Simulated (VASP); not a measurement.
Consider the following.

```yaml
crystal:
  lattice:
    - [2.86094, 0.00000, 0.00000]
    - [0.00000, 2.86094, 0.00000]
    - [0.00000, 0.00000, 4.10646]
  atoms:
    - { symbol: Ti, position: [0.00000, 0.00000, 0.00000] }
    - { symbol: Al, position: [0.50000, 0.50000, 0.50000] }
```

These are revTPSS meta-GGA, VASP's PBE PAW potentials (set 64) (plane waves; VASP 6.6.1) values and carry that method's errors. Run with 520 eV cut-off, 13×13×9 Γ-centred mesh, first-order Methfessel-Paxton smearing of 0.10 eV, potentials Ti_sv Al.

Question: Give the stress tensor in GPa (positive for a compressed cell).

Answer: 
```
-6.30   0.00   0.00
 0.00  -6.30   0.00
 0.00   0.00  -6.24
```
The pressure is its mean diagonal, -6.28 GPa.

The compound is TiAl in the L1_0 structure. This cell is one point of a volume scan, at 1.06 of the reference volume. The electron count is odd and the run is not spin-polarised, which forces a metal.
